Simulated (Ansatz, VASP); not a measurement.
**SiO2: VASP beside Ansatz**

One calculation is typed for both programs; each brings its own data sets. How far apart do they land? The cell is taken from a series of runs on this material, whose earlier steps may have relaxed, scaled, displaced or heated it; both programs get it as it stands.

Main program and level: Ansatz 0.2.0; plane waves, with VASP 6.6.1 beside it; single point at LDA.

### 1. The starting structure

Symmetry: Imma, No. 74, orthorhombic system. Conventional cell: a = 5.247 Å, b = 9.554 Å, c = 8.883 Å, α = 90.00°, β = 90.00°, γ = 90.00°. Si has 4 O at 1.60 to 1.61 Å nearest. Nearest to O lie 2 Si at 1.61 Å. Nearest to O lie 2 Si at 1.60 Å. Farther neighbours and most contacts between anions are not listed.

### 2. Ansatz: single point, LDA, pair 1

Ansatz runs on its default PAW (the set named soft_2) files.

With cell and atoms fixed, the geometry can't cause a difference; cores, projectors, grids and the points listed under the comparison can.

input.yaml reads:

```yaml
crystal:
  lattice:
    - [-2.62333646, 4.776753505, 4.441674725]
    - [2.62333646, -4.776753505, 4.441674725]
    - [2.62333646, 4.776753505, -4.441674725]
  atoms:
    - { symbol: Si, position: [0.9295488, 0.84494489, 0.08460391] }
    - { symbol: Si, position: [0.73965902, 0.15505511, 0.58460391] }
    - { symbol: Si, position: [0.0704512, 0.15505511, 0.91539609] }
    - { symbol: Si, position: [0.26034098, 0.84494489, 0.41539609] }
    - { symbol: O, position: [0.13068887, 0.88068887, 0.25] }
    - { symbol: O, position: [0.86931113, 0.11931113, 0.75] }
    - { symbol: O, position: [0.79317541, 0.5, 0.79317541] }
    - { symbol: O, position: [0.20682459, 0.0, 0.70682459] }
    - { symbol: O, position: [0.20682459, 0.5, 0.20682459] }
    - { symbol: O, position: [0.79317541, 0.0, 0.29317541] }
    - { symbol: O, position: [0.0, 0.0, 0.0] }
    - { symbol: O, position: [0.5, 0.0, 0.5] }
kpoints:
  mp_grid: { grid: [4, 4, 4] }
hamiltonian:
  xc: lda
scf:
  occupations: { method: fixed }
  n_extra_bands: 118
output:
  wannier:
    kmesh: [4, 4, 4]
    projections:
      - { species: O, l: p, shell: 2 }
      - { species: Si, l: s, shell: 3 }
      - { species: Si, l: p, shell: 3 }
    minimise: true
    write_hr: true
    seedname: w
    conv_tol: 1.0e-06
    max_iter: 20000
    stability_check: false
    disentanglement:
      window: [-10.97, 13.76]
      frozen_window: [-10.97, 7.59]
      conv_tol: 1.0e-08
```

Launch:

```console
> ansatz run input.yaml --threads 16 --pin off --max-ram 64512MiB --backend cuda --events-out ev --progress --plain --runs-dir out --devices 1 --max-vram 78GiB
```

Numbers of over 12 decimals in the logs are rounded to 6 here.

The log of the run:

```text
scf.n_extra_bands = 118 over 32 filled bands (N_el = 64.0): the run solves 150 bands
GPUs: using 1 of 1 available (devices: 1).
Engine: ansatz 0.2.0, aarch64-unknown-linux-gnu
Pseudopotentials: kind: paw
Pseudopotential: Si, paw, valence charge 4, recommended cutoff 420 eV (normal), Si.paw.azcp
Pseudopotential: O, paw, valence charge 6, recommended cutoff 420 eV (normal), O.paw.azcp
Functional definition: SPW92
  exchange = slater_x
  correlation = pw_c
concurrent solve slots: 9 of 16 are kept, ahead of what memory takes: no pass of the eigensolver takes more rounds on 9
[...]
Crystal: 12 atoms, lattice volume = 222.635 Å³
Basis set: ecut = 420 eV, 4321 PW (Γ)
Bands: 150, of which v1, the nominal top of the filled ones, is band 32 counted from 1 (31 counted from 0)
Symmetry: 8 space group operations
Space group: Imma (ITA 74), of the structure as read, at distance tolerance 6.1e-5 Å
k-points: 18 of 64
Non-local potential: Si, projectors of the file, l = 0: 2, l = 1: 2, l = 2: 2
Non-local potential: O, projectors of the file, l = 0: 2, l = 1: 2, l = 2: 1
PAW form: soft (Blöchl's): semilocal exchange-correlation on the pseudo side does not see the compensation charge
PAW frozen core: Si, regenerated for the run's functional, and the local potential with it (the file was generated under x = pbe(κ = 0.804, μ = 0.219515), c = pbe(β = 0.066725))
PAW frozen core: O, regenerated for the run's functional, and the local potential with it (the file was generated under x = pbe(κ = 0.804, μ = 0.219515), c = pbe(β = 0.066725))
PAW one-centre angular grid: Si, 110 points (default); XC on 64 Gauss nodes
PAW one-centre angular grid: O, 110 points (default); XC on 64 Gauss nodes
Initial density: superposition of atomic densities (neutral atoms: chi_scale 0, normalization atom), corrected by the library's trained network
Initial wavefunctions: pseudopotential atomic-orbital guess
[...]
Functional: x = slater, c = lda
SCF iter   1: F=—  HF=-6890.639938 eV  |F-HF|=—  |Δ(HF+E_count)|=         —  Δρ=1.13e-2  dr2=2.52e-1  ethr=1.77e-3  ⟨swp⟩=4.2  Hψ=10024  notcnv=0  defer=2083
preconditioner: auto → Resta (q_TF=auto, 2.216 Å⁻¹)  ε∞=1.4  [insulator: Δε(μ)=5.263 eV  Ē_g=30.414 eV  n_scr=40 (ndim 8)  ℏωp=19.9 eV  f_vac=0.376  ε∞_Penn≈1.4  vacuum switching on, ρ_ref=6.7e-2 e/Å³]
SCF iter   2: F=—  HF=-6890.573024 eV  |F-HF|=—  |Δ(HF+E_count)|=   6.69e-2  Δρ=4.23e-3  dr2=1.53e-2  ethr=3.94e-4  ⟨swp⟩=2.1  Hψ=3181  notcnv=0  defer=2085
SCF iter   3: F=—  HF=-6890.567752 eV  |F-HF|=—  |Δ(HF+E_count)|=   5.27e-3  Δρ=1.24e-3  dr2=1.54e-3  ethr=2.39e-5  ⟨swp⟩=2.0  Hψ=1216  notcnv=0  defer=2088
SCF iter   4: F=—  HF=-6890.567300 eV  |F-HF|=—  |Δ(HF+E_count)|=   4.52e-4  Δρ=2.28e-4  dr2=8.50e-5  ethr=2.41e-6  ⟨swp⟩=2.9  Hψ=1292  notcnv=0  defer=2088
SCF iter   5: F=—  HF=-6890.567389 eV  |F-HF|=—  |Δ(HF+E_count)|=   8.85e-5  Δρ=3.93e-5  dr2=3.04e-6  ethr=1.33e-7  ⟨swp⟩=1.9  Hψ=1227  notcnv=0  defer=2008
SCF iter   6: F=—  HF=-6890.567388 eV  |F-HF|=—  |Δ(HF+E_count)|=   3.53e-7  Δρ=8.95e-6  dr2=1.35e-7  ethr=4.75e-9  ⟨swp⟩=1.9  Hψ=1180  notcnv=0  defer=2008
SCF iter   7: F=-6890.567388 eV  HF=-6890.567388 eV  |F-HF|=1.47e-8  |Δ(HF+E_count)|=   1.13e-8  Δρ=3.57e-6  dr2=1.95e-8  ethr=1.56e-10  ⟨swp⟩=14.2  Hψ=23052  notcnv=0
SCF 1 converged in 7 iterations: F = -6890.567388 eV  dr2 = 1.95e-8
  greatest PAW one-centre occupation: 0.856 electrons in one spin orbital (limit 2), on the O atom at site 9 (counted from 0), in its partial waves of l = 0
concurrent solve slots: 9 of 16 are kept, ahead of what memory takes: no pass of the eigensolver takes more rounds on 9
[...]
NSCF: frozen V_eff on 18 k-points
the band table was solved once the SCF had ended and its energy, with any forces and stress, was formed, with the checks that follow a solve (9546 applications of the Hamiltonian). They found nothing against the state; the energy, forces and stress were not computed again (output.eigenvalues in the input reference)
concurrent solve slots: 11 of 16 are kept, ahead of what memory takes: no pass of the eigensolver takes more rounds on 11
[...]
NSCF: frozen V_eff on 21 k-points
[...]
SCF converged after 7 iterations
[...]
k-point 1: bands = [... 28 lower, -1.9763, -1.6366, -1.1696, -1.1493, 5.2575, 7.5601, 7.9472, 8.1026, ... 26 higher]
  k-point 2: bands = [... 28 lower, -1.8103, -1.8103, -1.2275, -1.2275, 6.7807, 6.7807, 8.0070, 8.0070, ... 26 higher]
  k-point 17: bands = [... 28 lower, -1.3942, -1.0692, -1.0379, -0.8549, 6.4992, 6.5585, 6.8586, 7.0011, ... 25 higher]
Wannier search: line search 1 of at most 20000: gauge-dependent spread (as the search counts it) 27.0328967 Å², largest recent change 6.0e0 Å² against conv_tol 1.0e-6 Å², 0 stops escaped
```

Reading the cycles: dr2 is the Hartree energy of the density residual (eV), the measure of convergence; HF is the Harris–Foulkes estimate of the energy, which meets the free energy F at convergence.

### 3. VASP: single point, LDA, pair 1

The same cell, functional (in two slightly different forms) and mesh now go to VASP, with its own data sets.

Lines of VASP's logs that name or quote its potential files are left out, and so is its time.

INCAR reads:

```
SYSTEM = SiO2
PREC = Accurate
ENCUT = 520
EDIFF = 1E-06
NELM = 120
ISMEAR = 0
SIGMA = 0.01
LREAL = .FALSE.
ALGO = Normal
GGA = PW92
NBANDS = 44
LORBIT = 11
LWAVE = .FALSE.
LCHARG = .FALSE.
ISIF = 2
LASPH = .TRUE.
GGA_COMPAT = .FALSE.
EFERMI = MIDGAP
KPAR = 2
```

POSCAR reads:

```
SiO2
1.0
   -2.6233364600      4.7767535050      4.4416747250
    2.6233364600     -4.7767535050      4.4416747250
    2.6233364600      4.7767535050     -4.4416747250
Si O
4 8
Direct
    0.9295488000      0.8449448900      0.0846039100
    0.7396590200      0.1550551100      0.5846039100
    0.0704512000      0.1550551100      0.9153960900
    0.2603409800      0.8449448900      0.4153960900
    0.1306888700      0.8806888700      0.2500000000
    0.8693111300      0.1193111300      0.7500000000
    0.7931754100      0.5000000000      0.7931754100
    0.2068245900      0.0000000000      0.7068245900
    0.2068245900      0.5000000000      0.2068245900
    0.7931754100      0.0000000000      0.2931754100
    0.0000000000      0.0000000000      0.0000000000
    0.5000000000      0.0000000000      0.5000000000
```

KPOINTS reads:

```
Automatic mesh
0
Gamma
4 4 4
0 0 0
```

Potentials, in the order of the species: Si and O (LDA family, release 64).

Launch:

```console
> mpirun -np 2 vasp_std
```

The log of the run:

```text
[banner, memory and clock lines left out]
running    2 mpi-ranks, on    1 nodes
 distrk:  each k-point on    1 cores,    2 groups
 distr:  one band on    1 cores,    1 groups

 POSCAR found type information on POSCAR SiO
 POSCAR found :  2 types and      12 ions
|                                                                             |
|               ----> ADVICE to this user running VASP <----                  |
|                                                                             |
|     You enforced a specific xc type in the INCAR file but a different       |
|     [... a line on the potential file left out ...]
|     I HOPE YOU KNOW WHAT YOU ARE DOING!                                     |
|                                                                             |

 LDA part: xc-table for (Slater(with rela. corr.)+PW92), standard interpolation
 POSCAR, INCAR and KPOINTS ok, starting setup
 FFT: planning ... GRIDC
 FFT: planning ... GRID_SOFT
 FFT: planning ... GRID
 WAVECAR not read
 entering main loop
       N       E                     dE             d eps       ncg     rms          rms(c)
DAV:   1     0.443375589025E+03    0.44338E+03   -0.30669E+04  1584   0.128E+03
DAV:   2    -0.742301693395E+02   -0.51761E+03   -0.49924E+03  2056   0.306E+02
DAV:   3    -0.117274661609E+03   -0.43044E+02   -0.42821E+02  1968   0.946E+01
DAV:   4    -0.117942458547E+03   -0.66780E+00   -0.66654E+00  2000   0.131E+01
DAV:   5    -0.117956578203E+03   -0.14120E-01   -0.14111E-01  1960   0.182E+00    0.305E+01
DAV:   6    -0.104161267486E+03    0.13795E+02   -0.54687E+01  1836   0.331E+01    0.150E+01
DAV:   7    -0.103898299407E+03    0.26297E+00   -0.15976E+00  1912   0.505E+00    0.523E+00
DAV:   8    -0.103751882130E+03    0.14642E+00   -0.89216E-02  1972   0.173E+00    0.200E+00
DAV:   9    -0.103723399228E+03    0.28483E-01   -0.40744E-02  2008   0.111E+00    0.363E-01
DAV:  10    -0.103729617870E+03   -0.62186E-02   -0.58694E-03  1716   0.362E-01    0.144E-01
DAV:  11    -0.103731070744E+03   -0.14529E-02   -0.32463E-03  1864   0.305E-01    0.756E-02
DAV:  12    -0.103731274639E+03   -0.20390E-03   -0.32466E-04  1848   0.911E-02    0.462E-02
DAV:  13    -0.103731392141E+03   -0.11750E-03   -0.57166E-05  1776   0.363E-02    0.191E-02
DAV:  14    -0.103731427218E+03   -0.35076E-04   -0.15008E-05  1832   0.185E-02    0.821E-03
DAV:  15    -0.103731429477E+03   -0.22592E-05   -0.39089E-06  1768   0.120E-02    0.420E-03
DAV:  16    -0.103731430020E+03   -0.54283E-06   -0.74327E-07  1264   0.482E-03
   1 F= -.10373143E+03 E0= -.10373143E+03  d E =0.000000E+00
```

Parts of OUTCAR (step 3):

```text
ion  position               nearest neighbor table
   1  0.930  0.845  0.085-  11 1.60   7 1.61  10 1.61   5 1.61   2 3.12   2 3.12
   2  0.740  0.155  0.585-  12 1.60  10 1.61   7 1.61   6 1.61   1 3.12   1 3.12
   3  0.070  0.155  0.915-  11 1.60   9 1.61   8 1.61   6 1.61   4 3.12   4 3.12
   4  0.260  0.845  0.415-  12 1.60   9 1.61   8 1.61   5 1.61   3 3.12   3 3.12
   5  0.131  0.881  0.250-   1 1.61   4 1.61
   6  0.869  0.119  0.750-   2 1.61   3 1.61
   7  0.793  0.500  0.793-   1 1.61   2 1.61
   8  0.207  0.000  0.707-   3 1.61   4 1.61
   9  0.207  0.500  0.207-   3 1.61   4 1.61
  10  0.793  0.000  0.293-   1 1.61   2 1.61
  11  0.000  0.000  0.000-   1 1.60   3 1.60
  12  0.500  0.000  0.500-   2 1.60   4 1.60

  LATTYP: Found a body centered orthorhombic cell.
 ALAT       =     5.2466729200
 B/A-ratio  =     1.6931395544
 C/A-ratio  =     1.8208695598

 Subroutine GETGRP returns: Found  8 space group operations
 (whereof  4 operations were pure point group operations)

The static configuration has the point symmetry C_2h.
 The point group associated with its full space group is D_2h.

 Found     18 irreducible k-points:

   k-points           NKPTS =     18   k-points in BZ     NKDIM =     18   number of bands    NBANDS=     44

   dimension x,y,z NGX =    54 NGY =   54 NGZ =   54
   dimension x,y,z NGXF=   108 NGYF=  108 NGZF=  108

   ENCUT  =  520.0 eV  38.22 Ry    6.18 a.u.  13.07 13.07 13.07*2*pi/ulx,y,z

   NELECT =      64.0000    total number of electrons

 k-points in reciprocal lattice and weights: Automatic mesh
   0.00000000  0.00000000  0.00000000       0.016
   0.25000000 -0.00000000  0.00000000       0.062
   0.50000000 -0.00000000  0.00000000       0.031
  -0.00000000  0.25000000  0.00000000       0.062
   0.25000000  0.25000000  0.00000000       0.125
   0.50000000  0.25000000  0.00000000       0.125
  -0.25000000  0.25000000  0.00000000       0.062
  -0.00000000  0.50000000  0.00000000       0.031
   0.25000000  0.50000000  0.00000000       0.125
[...]
-0.25000000 -0.25000000  0.25000000       0.031
   0.50000000  0.50000000  0.50000000       0.016

 average (electrostatic) potential at core
       1 -91.0072       2 -91.0072       3 -91.0072       4 -91.0072       5 -76.3754
       6 -76.3754       7 -76.3246       8 -76.3246       9 -76.3246      10 -76.3246
      11 -76.3771      12 -76.3771

 E-fermi :   0.9654

 k-point     1 :       0.0000    0.0000    0.0000
  band No.  band energies     occupation
    ...
     28      -2.9965      2.00000
     29      -2.8064      2.00000
     30      -2.4722      2.00000
     31      -2.1741      2.00000
     32      -1.7440      2.00000
     33       3.6747      0.00000
     34       6.6281      0.00000
     35       6.8517      0.00000
     36       7.0491      0.00000
     37       7.3012      0.00000
    ...

 k-point     2 :       0.2500   -0.0000    0.0000
  band No.  band energies     occupation
    ...
     28      -2.9551      2.00000
     29      -2.4976      2.00000
     30      -2.3742      2.00000
     31      -2.1452      2.00000
     32      -1.7944      2.00000
     33       3.9999      0.00000
     34       6.0324      0.00000
     35       6.8135      0.00000
     36       7.0264      0.00000
     37       7.3111      0.00000
    ...

 k-point     3 :       0.5000   -0.0000    0.0000
  band No.  band energies     occupation
    ...
     28      -2.9590      2.00000
     29      -2.3085      2.00000
     30      -2.2842      2.00000
     31      -2.0535      2.00000
     32      -1.8875      2.00000
     33       4.6372      0.00000
     34       5.1673      0.00000
     35       6.6987      0.00000
     36       7.1803      0.00000
     37       7.2864      0.00000
    ...

  Total       -1.3124902     -1.3030042     -1.2719942      0.0000000      0.0000000      0.0000000
  in kB       -9.4452417     -9.3769763     -9.1538150      0.0000000      0.0000000      0.0000000
  external PRESSURE =      -9.3253443 kB  Pullay stress =       0.0000000 kB

  energy-cutoff  :      520.00
  volume of cell :      222.64
      direct lattice vectors                 reciprocal lattice vectors
    -2.623336460  4.776753505  4.441674725     0.000000000  0.104673603  0.112570152
     2.623336460 -4.776753505  4.441674725     0.190596977  0.000000000  0.112570152
     2.623336460  4.776753505 -4.441674725     0.190596977  0.104673603  0.000000000

 POSITION                                       TOTAL-FORCE (eV/Angst)
 -----------------------------------------------------------------------------------
     -0.00000      0.80826      7.50594         0.000000      0.042624     -0.024978
      0.00000      5.58502      1.37741         0.000000      0.042624      0.024978
      2.62334      3.96849     -3.06427        -0.000000     -0.042624      0.024978
      2.62334     -0.80826      3.06427        -0.000000     -0.042624     -0.024978
      2.62334     -2.38838      3.38179         0.000000     -0.000000     -0.038484
     -0.00000      7.16513      1.05988        -0.000000     -0.000000      0.038484
      1.31167      5.18923      2.22084        -0.000000      0.036388      0.000000
      1.31167      4.36428     -2.22084         0.000000     -0.036388      0.000000
      1.31167     -0.41248      2.22084         0.000000     -0.036388      0.000000
     -1.31167      5.18923      2.22084        -0.000000      0.036388      0.000000
      0.00000      0.00000      0.00000        -0.000000     -0.000000      0.000000
      0.00000      4.77675      0.00000        -0.000000     -0.000000      0.000000
 -----------------------------------------------------------------------------------
    total drift:                               -0.000000      0.000000     -0.000000

  FREE ENERGIE OF THE ION-ELECTRON SYSTEM (eV)
  ---------------------------------------------------
  free  energy   TOTEN  =      -103.7314300199 eV

  energy  without entropy=     -103.7314300199  energy(sigma->0) =     -103.73143002

 total charge
# of ion       s       p       d       tot
------------------------------------------
    1        0.646   1.025   0.000   1.670
    2        0.646   1.025   0.000   1.670
    3        0.646   1.025   0.000   1.670
    4        0.646   1.025   0.000   1.670
    5        1.536   3.695   0.000   5.231
    6        1.536   3.695   0.000   5.231
    7        1.537   3.695   0.000   5.232
    8        1.537   3.695   0.000   5.232
    9        1.537   3.695   0.000   5.232
   10        1.537   3.695   0.000   5.232
   11        1.532   3.719   0.000   5.251
   12        1.532   3.719   0.000   5.251
--------------------------------------------------
tot         14.868  33.708   0.000  48.576

[... 3 further parts left out ...]
```

The gap is read on the k-mesh alone, so it is an upper bound where the band edges lie off the mesh.

[end of part 1 of 2]

[Lines on the potential files, build, host, timing and source positions are cut from VASP's logs without a mark.]

[Logs are printed without paths, hosts, clocks, repeated set-up lines and the standing remarks that a program may print on its own settings, such as how far it seeks lower states.]

[Hosts, paths, dates, database ids (printed as entryN), source tags and the programs' standing remarks are cut or masked in the printed files.]
